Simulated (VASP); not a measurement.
# BP (zinc blende): computed properties

Level of theory: r2SCAN meta-GGA, VASP's PBE PAW potentials (set 64) (plane waves; VASP).

```
Quantity                                                                        Result
---------------------------------------------  ---------------------------------------
space group                                                                F-43m (216)
cell                                           a = b = c = 4.532 Å, α = β = γ = 90.00°
volume per atom                                                          11.64 Å³/atom
band gap (over mesh and band path)                                             1.45 eV
smallest direct gap (over mesh and band path)                                  3.65 eV
band-edge character                                         indirect, Γ to Γ-X at 0.78
density                                                                     2.98 g/cm³
mean ε∞ (independent particles)                                                   8.78
```

```cif
data_BP
_chemical_formula_sum 'B1 P1'
_space_group_name_H-M_alt 'P 1'
_space_group_IT_number 1
_cell_length_a 3.20459
_cell_length_b 3.20459
_cell_length_c 3.20459
_cell_angle_alpha 60.000
_cell_angle_beta 60.000
_cell_angle_gamma 60.000
loop_
_space_group_symop_operation_xyz
  'x, y, z'
loop_
_atom_site_label
_atom_site_type_symbol
_atom_site_fract_x
_atom_site_fract_y
_atom_site_fract_z
_atom_site_occupancy
B1 B 0.00000 0.00000 0.00000 1
P1 P 0.25000 0.25000 0.25000 1
```

Measured: a 4.525 Å at 0 K (computed value off by +0.2 %), as given by Daniel Mejia-Rodriguez et al., Physical Review B (2018), arXiv:1807.09216 [static lattice: zero-point anharmonic expansion removed].

The compound is BP in the zinc blende structure. It was relaxed first. Symmetry was kept, so distortions that lower it aren't found.
